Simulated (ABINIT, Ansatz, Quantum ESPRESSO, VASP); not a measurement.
## H4BrN (P-43m, 6 atoms in the cell) computed with different codes at matched settings

Self-consistent single point.

```yaml
crystal:
  lattice:
    - [4.00010, 0.00000, 0.00000]
    - [0.00000, 4.00010, 0.00000]
    - [0.00000, 0.00000, 4.00010]
  atoms:
    - { symbol: H, position: [0.14921, 0.14921, 0.85079] }
    - { symbol: H, position: [0.14921, 0.85079, 0.14921] }
    - { symbol: H, position: [0.85079, 0.85079, 0.85079] }
    - { symbol: H, position: [0.85079, 0.14921, 0.14921] }
    - { symbol: Br, position: [0.50000, 0.50000, 0.50000] }
    - { symbol: N, position: [0.00000, 0.00000, 0.00000] }
```

Shared settings, as Ansatz (a first-principles code) writes them: kpoints.mp_grid.grid = 4 4 4; magnetization.spin_orbit = true; scf.occupations.method = fixed. Potentials and cutoffs stand in the table.

```
code                                                                                                             model  pressure (GPa)  largest force (eV/Å)  gap on the mesh (eV)  cutoff
----------------  ----------------------------------------------------------------------------------------------------  --------------  --------------------  --------------------  ------
ABINIT             PBEsol, spin-orbit coupling, norm-conserving pseudopotentials (PseudoDojo nc-fr-04 PBEsol standard)            0.93                 0.413                 4.005   84 Ry
VASP                                                   PBEsol, spin-orbit coupling, VASP's PBE PAW potentials (set 64)           -0.55                 0.576                 3.998  400 eV
Ansatz                                                PBEsol with spin-orbit coupling, default PAW files made with PBE            0.84                 0.477                 3.995  420 eV
Quantum ESPRESSO  PBEsol, spin-orbit coupling, PseudoDojo fully relativistic norm-conserving (PBESOL) pseudopotentials            0.93                 0.413                 4.005   85 Ry
```

Gaps are read on the mesh.

The spread over the programs that give each value: pressure within 1.48 GPa; largest force within 0.163 eV/Å; gap on the mesh within 0.010 eV.

Ansatz's pressure is given at a fixed set of plane waves, as the other plane-wave codes print theirs; with its correction for the finite basis it is 1.17 GPa (the shift of 0.33 GPa shows how far the cutoff is from converged). In the pressure, VASP (by 1.44) lies more than 1 GPa from the median of the plane-wave programs. In the force vectors, VASP (by 0.131) lies more than 0.08 eV/Å from the median of the plane-wave programs.

VASP's run is marked for a possible Pulay error in its stress at this cutoff; no cutoff test was made.

VASP ran the fixed occupations as a Gaussian smearing of 0.01 eV.

The starting cell comes from a database of computed structures (which also holds hypothetical and non-ambient phases and stackings), without a prior relaxation at this level.

Left out of this page: FLEUR and SIESTA (not drawn, or without a comparable value).

Keys are those of Ansatz 0.2.
